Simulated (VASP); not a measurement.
# GW on C: a test of the settings, part 2 of 3

How far does the GW correction to the gap of C depend on the settings? The starting structure is a measured crystal structure from the Crystallography Open Database. Cell and atoms stay as given.

VASP 6.6.1.

Results so far: G0W0 (response cutoff 100 eV, 5×5×5 mesh) 5.17 eV; G0W0 (response cutoff 160 eV, 5×5×5 mesh) 5.34 eV.

The database entry behind the starting cell differs from later determinations by our own check (about 0.1 % long), so it need not match the best structure at ambient conditions.

## Step 4: G0W0 (response cutoff 240 eV, 5×5×5 mesh)

Level of this step: G0W0 on LDA; plane waves and PAW (C_GW) (VASP).

It reads the orbitals and their derivatives (WAVECAR and WAVEDER) of a run with the empty bands, which follows a ground-state run; neither is shown.

Contents of INCAR:

```
SYSTEM = C
PREC = Accurate
ENCUT = 440
ISMEAR = 0
SIGMA = 0.01
LREAL = .FALSE.
GGA = CA
NBANDS = 100
ALGO = EVGW0
NELMGW = 1
ENCUTGW = 240
NOMEGA = 40
PRECFOCK = Fast
NBANDSGW = 12
LWAVE = .FALSE.
LCHARG = .FALSE.
```

Contents of POSCAR:

```
C
1.0
    0.0000000000      1.7858110000      1.7858110000
    1.7858110000      0.0000000000      1.7858110000
    1.7858110000      1.7858110000      0.0000000000
C
2
Direct
    0.0000000000      0.0000000000      0.0000000000
    0.2500000000      0.2500000000      0.2500000000
```

Contents of KPOINTS:

```
Automatic mesh
0
Gamma
5 5 5
0 0 0
```

PAW data sets: C_GW (LDA family, release 64).

On the command line:

```bash
> mpirun -np 4 vasp_std
```

What it wrote:

```text
[banner, memory and clock lines left out]
running    4 mpi-ranks, on    1 nodes
[...]
|                                                                             |
|           W    W    AA    RRRRR   N    N  II  N    N   GGGG   !!!           |
|           W    W   A  A   R    R  NN   N  II  NN   N  G    G  !!!           |
|           W    W  A    A  R    R  N N  N  II  N N  N  G       !!!           |
|           W WW W  AAAAAA  RRRRR   N  N N  II  N  N N  G  GGG   !            |
|           WW  WW  A    A  R   R   N   NN  II  N   NN  G    G                |
|           W    W  A    A  R    R  N    N  II  N    N   GGGG   !!!           |
|                                                                             |
|     The default for ENCUTGWSOFT is different in this version of VASP.       |
|     please manually set ENCUTGWSOFT =240 in the INCAR file.                 |
|                                                                             |

 LDA part: xc-table for (Slater(with rela. corr.)+CA(PZ))
[...]
total number of BLAS operations         86.09 Gflops
NQ=   6   -0.4000    0.2000    0.0000,
|.........|.........|.........|.........|.........|.........|.........|.........
 performed       1465000 updates of chi_q(r,r)
 total number of BLAS operations        111.56 Gflops
NQ=   7   -0.2000    0.2000    0.0000,
|.........|.........|.........|.........|.........|.........|.........|.........
 performed       1765000 updates of chi_q(r,r)
 total number of BLAS operations        133.22 Gflops
NQ=   8    0.4000    0.4000    0.0000,
|.........|.........|.........|.........|.........|.........|.........|.........
 performed       1988000 updates of chi_q(r,r)
 total number of BLAS operations        148.33 Gflops
NQ=   9   -0.4000    0.4000    0.0000,
|.........|.........|.........|.........|.........|.........|.........|.........
 performed       2288000 updates of chi_q(r,r)
 total number of BLAS operations        172.82 Gflops
NQ=  10   -0.4000    0.4000    0.2000,
|.........|.........|.........|.........|.........|.........|.........|.........
 performed       2664000 updates of chi_q(r,r)
 total number of BLAS operations        201.18 Gflops
 resolving degeneracies of screened two electron integrals

 calculate QP shifts <psi_nk| G(iteration)W_0 |psi_nk>: iteration 1
 entering main loop
[key lines of the parts left out:]
E-fermi :  11.7697
```

Wall time 17 s (4 MPI ranks of Intel Xeon Platinum 8488C (Sapphire Rapids), shared host); peak memory 0.53 GiB; 64 s of CPU time.

Parts of OUTCAR (step 4):

```text
 QP shifts <psi_nk| G(iteration)W_0 |psi_nk>: iteration 1
 for sc-GW calculations column KS-energies equals QP-energies in previous step
 and V_xc(KS)=  KS-energies - (<T + V_ion + V_H > + <T+V_H+V_ion>^1  + <V_x>^1)
 k-point   1 :       0.0000    0.0000    0.0000
  band No.  KS-energies  QP-energies   sigma(KS)   V_xc(KS)     V^pw_x(r,r')   Z            occupation Imag(sigma)
      1     -11.5542     -13.3313     -17.0885     -14.7621     -25.2956       0.7639       2.0000       1.5180
      2       9.7090       9.0775     -17.7415     -16.9740     -19.2332       0.8228       2.0000       0.1078
      3       9.7090       9.0775     -17.7415     -16.9740     -19.2332       0.8228       2.0000       0.1078
      4       9.7090       9.0775     -17.7415     -16.9740     -19.2332       0.8228       2.0000       0.1078
      5      15.2412      16.4090     -14.3419     -15.7705      -9.2359       0.8174       0.0000      -0.1118
      6      15.2412      16.4090     -14.3419     -15.7705      -9.2359       0.8174       0.0000      -0.1118
      7      15.2412      16.4090     -14.3419     -15.7705      -9.2359       0.8174       0.0000      -0.1118
      8      23.1686      23.8866     -15.3230     -16.2581      -7.6647       0.7678       0.0000      -0.2987
    ...

[... 1 part as in an earlier step ...]

[... 2 further parts left out ...]
[key lines of the parts left out:]
E-fermi :  11.7697
```

G0W0 (response cutoff 240 eV, 5×5×5 mesh): the quasiparticle gap on this mesh is 5.440 eV, +1.319 eV from the LDA gap on the same points, with 100 bands.

## Step 5: GW0 with iterated eigenvalues (response cutoff 160 eV, 5×5×5 mesh)

It reads the orbitals and their derivatives (WAVECAR and WAVEDER) of a run with the empty bands, which follows a ground-state run; neither is shown.

Edit INCAR of step 4 so:

```diff
@@ -7,6 +7,6 @@
 GGA = CA
-NBANDS = 100
+NBANDS = 56
 ALGO = EVGW0
-NELMGW = 1
-ENCUTGW = 240
+NELMGW = 4
+ENCUTGW = 160
 NOMEGA = 40
```

POSCAR is that of step 4.

KPOINTS is that of step 4.

On the command line:

```bash
> mpirun -np 4 vasp_std
```

What it wrote:

```text
[banner, memory and clock lines left out]
running    4 mpi-ranks, on    1 nodes
[...]
[... a notice as in an earlier step ...]

 LDA part: xc-table for (Slater(with rela. corr.)+CA(PZ))
 , standard interpolation
 found WAVECAR, reading the header
 POSCAR, INCAR and KPOINTS ok, starting setup
[...]
reading WAVECAR
 the WAVECAR file was read successfully
 initial charge from wavefunction
 available memory per node:    127.86 GB, setting MAXMEM to    130928

 The Fermi energy was updated, please check that it is located mid-gap
 values below the HOMO (VB) or above the LUMO (CB) will cause erroneous energies
 E-fermi :  11.7697

 calculate exact exchange contribution
 the WAVEDER file was read successfully
energies w=
    0.000    0.000    1.464    0.000    2.920    0.000    4.359    0.000
    5.775    0.000    7.164    0.000    8.523    0.000    9.852    0.000
   11.152    0.000   12.425    0.000   13.675    0.000   14.908    0.000
[...]
total number of BLAS operations         14.50 Gflops
NQ=   6   -0.4000    0.2000    0.0000,
|.........|.........|.........|.........|.........|.........|.........|.........
 performed        808000 updates of chi_q(r,r)
 total number of BLAS operations         18.88 Gflops
NQ=   7   -0.2000    0.2000    0.0000,
|.........|.........|.........|.........|.........|.........|.........|.........
 performed        974000 updates of chi_q(r,r)
 total number of BLAS operations         22.91 Gflops
NQ=   8    0.4000    0.4000    0.0000,
|.........|.........|.........|.........|.........|.........|.........|.........
 performed       1097000 updates of chi_q(r,r)
 total number of BLAS operations         25.57 Gflops
NQ=   9   -0.4000    0.4000    0.0000,
|.........|.........|.........|.........|.........|.........|.........|.........
 performed       1263000 updates of chi_q(r,r)
 total number of BLAS operations         29.17 Gflops
NQ=  10   -0.4000    0.4000    0.2000,
|.........|.........|.........|.........|.........|.........|.........|.........
 performed       1472000 updates of chi_q(r,r)
 total number of BLAS operations         33.35 Gflops
 resolving degeneracies of screened two electron integrals

 calculate QP shifts <psi_nk| G(iteration)W_0 |psi_nk>: iteration 4
 entering main loop
```

Run time: 28 s. Hardware: 4 MPI ranks; peak memory 0.44 GiB; 1.8 min of CPU time.

From OUTCAR (step 5):

```text
 QP shifts <psi_nk| G(iteration)W_0 |psi_nk>: iteration 2
 k-point   1 :       0.0000    0.0000    0.0000
  band No. old QP-enery  QP-energies   sigma(KS)   T+V_ion+V_H  V^pw_x(r,r')   Z            occupation Imag(sigma)
      1     -13.1821     -13.4971     -16.8036       3.2079     -25.2956       0.7615       2.0000       1.6234
      2       9.3259       9.2961     -17.3931      26.6830     -19.2332       0.8274       2.0000       0.1004
      3       9.3259       9.2961     -17.3931      26.6830     -19.2332       0.8274       2.0000       0.1004
      4       9.3259       9.2961     -17.3931      26.6830     -19.2332       0.8274       2.0000       0.1004
      5      16.5733      16.7394     -14.2363      31.0117      -9.2359       0.8218       0.0000      -0.1293
      6      16.5733      16.7394     -14.2363      31.0117      -9.2359       0.8218       0.0000      -0.1293
      7      16.5733      16.7394     -14.2363      31.0117      -9.2359       0.8218       0.0000      -0.1293
      8      24.1411      24.3734     -14.9848      39.4267      -7.6647       0.7723       0.0000      -0.3027
    ...

 QP shifts <psi_nk| G(iteration)W_0 |psi_nk>: iteration 3
 k-point   1 :       0.0000    0.0000    0.0000
  band No. old QP-enery  QP-energies   sigma(KS)   T+V_ion+V_H  V^pw_x(r,r')   Z            occupation Imag(sigma)
      1     -13.4971     -13.5590     -16.7864       3.2079     -25.2956       0.7604       2.0000       1.6497
      2       9.2961       9.2944     -17.3890      26.6830     -19.2332       0.8278       2.0000       0.1005
      3       9.2961       9.2944     -17.3890      26.6830     -19.2332       0.8278       2.0000       0.1005
      4       9.2961       9.2944     -17.3890      26.6830     -19.2332       0.8278       2.0000       0.1005
      5      16.7394      16.7627     -14.2439      31.0117      -9.2359       0.8226       0.0000      -0.1297
      6      16.7394      16.7627     -14.2439      31.0117      -9.2359       0.8226       0.0000      -0.1297
      7      16.7394      16.7627     -14.2439      31.0117      -9.2359       0.8226       0.0000      -0.1297
      8      24.3734      24.4164     -14.9976      39.4267      -7.6647       0.7725       0.0000      -0.3054
    ...

 QP shifts <psi_nk| G(iteration)W_0 |psi_nk>: iteration 4
 k-point   1 :       0.0000    0.0000    0.0000
  band No. old QP-enery  QP-energies   sigma(KS)   T+V_ion+V_H  V^pw_x(r,r')   Z            occupation Imag(sigma)
      1     -13.5590     -13.5703     -16.7818       3.2079     -25.2956       0.7605       2.0000       1.6562
      2       9.2944       9.2945     -17.3885      26.6830     -19.2332       0.8279       2.0000       0.1005
      3       9.2944       9.2945     -17.3885      26.6830     -19.2332       0.8279       2.0000       0.1005
      4       9.2944       9.2945     -17.3885      26.6830     -19.2332       0.8279       2.0000       0.1005
      5      16.7627      16.7663     -14.2447      31.0117      -9.2359       0.8225       0.0000      -0.1298
      6      16.7627      16.7663     -14.2447      31.0117      -9.2359       0.8225       0.0000      -0.1298
      7      16.7627      16.7663     -14.2447      31.0117      -9.2359       0.8225       0.0000      -0.1298
      8      24.4164      24.4239     -15.0006      39.4267      -7.6647       0.7720       0.0000      -0.3061
    ...

[... 3 parts as in an earlier step ...]

[... 1 further part left out ...]
[key lines of the parts left out:]
E-fermi :  11.7697
```

GW0 with iterated eigenvalues (response cutoff 160 eV, 5×5×5 mesh): the quasiparticle gap on this mesh is 5.513 eV, +1.392 eV from the LDA gap on the same points, with 56 bands.

## Step 6: G0W0 (response cutoff 100 eV, 7×7×7 mesh)

It reads the orbitals and their derivatives (WAVECAR and WAVEDER) of a run with the empty bands, which follows a ground-state run; neither is shown.

Edit INCAR of step 5 so:

```diff
@@ -7,6 +7,6 @@
 GGA = CA
-NBANDS = 56
+NBANDS = 28
 ALGO = EVGW0
-NELMGW = 4
-ENCUTGW = 160
+NELMGW = 1
+ENCUTGW = 100
 NOMEGA = 40
```

POSCAR is that of step 5.

Contents of KPOINTS:

```
Automatic mesh
0
Gamma
7 7 7
0 0 0
```

On the command line:

```bash
> mpirun -np 4 vasp_std
```

What it wrote:

```text
[banner, memory and clock lines left out]
running    4 mpi-ranks, on    1 nodes
[...]
[... a notice as in an earlier step ...]

 LDA part: xc-table for (Slater(with rela. corr.)+CA(PZ))
 , standard interpolation
 found WAVECAR, reading the header
 POSCAR, INCAR and KPOINTS ok, starting setup
[...]
reading WAVECAR
 the WAVECAR file was read successfully
 initial charge from wavefunction
 available memory per node:    128.27 GB, setting MAXMEM to    131351

 The Fermi energy was updated, please check that it is located mid-gap
 values below the HOMO (VB) or above the LUMO (CB) will cause erroneous energies
 E-fermi :  11.8073

 calculate exact exchange contribution
 the WAVEDER file was read successfully
energies w=
    0.000    0.000    1.495    0.000    2.980    0.000    4.449    0.000
    5.895    0.000    7.312    0.000    8.700    0.000   10.056    0.000
   11.382    0.000   12.682    0.000   13.958    0.000   15.217    0.000
[...]
total number of BLAS operations         13.75 Gflops
NQ=  16   -0.4286    0.4286    0.0000,
|.........|.........|.........|.........|.........|.........|.........|.........
 performed       2929000 updates of chi_q(r,r)
 total number of BLAS operations         14.65 Gflops
NQ=  17    0.4286    0.2857    0.1429,
|.........|.........|.........|.........|.........|.........|.........|.........
 performed       3193000 updates of chi_q(r,r)
 total number of BLAS operations         15.77 Gflops
NQ=  18   -0.4286    0.2857    0.1429,
|.........|.........|.........|.........|.........|.........|.........|.........
 performed       3489000 updates of chi_q(r,r)
 total number of BLAS operations         17.50 Gflops
NQ=  19   -0.4286    0.4286    0.1429,
|.........|.........|.........|.........|.........|.........|.........|.........
 performed       3753000 updates of chi_q(r,r)
 total number of BLAS operations         19.27 Gflops
NQ=  20   -0.2857    0.4286    0.1429,
|.........|.........|.........|.........|.........|.........|.........|.........
 performed       4000000 updates of chi_q(r,r)
 total number of BLAS operations         20.83 Gflops
 resolving degeneracies of screened two electron integrals

 calculate QP shifts <psi_nk| G(iteration)W_0 |psi_nk>: iteration 1
 entering main loop
```

The job ended after 22 s (4 MPI ranks; peak memory 0.49 GiB).

Parts of OUTCAR (step 6):

```text
 QP shifts <psi_nk| G(iteration)W_0 |psi_nk>: iteration 1
 for sc-GW calculations column KS-energies equals QP-energies in previous step
 and V_xc(KS)=  KS-energies - (<T + V_ion + V_H > + <T+V_H+V_ion>^1  + <V_x>^1)
 k-point   1 :       0.0000    0.0000    0.0000
  band No.  KS-energies  QP-energies   sigma(KS)   V_xc(KS)     V^pw_x(r,r')   Z            occupation Imag(sigma)
      1     -11.5591     -12.8915     -16.5216     -14.7635     -25.3019       0.7579       2.0000       1.5497
      2       9.6997       9.7836     -16.8711     -16.9724     -19.0753       0.8281       2.0000       0.0915
      3       9.6997       9.7836     -16.8711     -16.9724     -19.0753       0.8281       2.0000       0.0915
      4       9.6997       9.7836     -16.8711     -16.9724     -19.0753       0.8281       2.0000       0.0915
      5      15.2345      16.9232     -13.7195     -15.7713      -9.3528       0.8230       0.0000      -0.1276
      6      15.2345      16.9232     -13.7195     -15.7713      -9.3528       0.8230       0.0000      -0.1276
      7      15.2345      16.9232     -13.7195     -15.7713      -9.3528       0.8230       0.0000      -0.1276
      8      23.1600      24.6032     -14.4046     -16.2593      -7.7069       0.7781       0.0000      -0.3033
    ...

[... 1 part as in an earlier step ...]

[... 2 further parts left out ...]
[key lines of the parts left out:]
E-fermi :  11.8073
```

G0W0 (response cutoff 100 eV, 7×7×7 mesh): the quasiparticle gap on this mesh is 5.257 eV, +1.042 eV from the LDA gap on the same points, with 28 bands.

(Continued in part 3 of 3.)

[Lines on the potential files, build, host, timing and source positions are cut from VASP's logs without a mark.]

[Logs are printed without paths, hosts, clocks, repeated set-up lines and the standing remarks that a program may print on its own settings, such as how far it seeks lower states.]

[Hosts, paths, dates, database ids (printed as entryN), source tags and the programs' standing remarks are cut or masked in the printed files.]
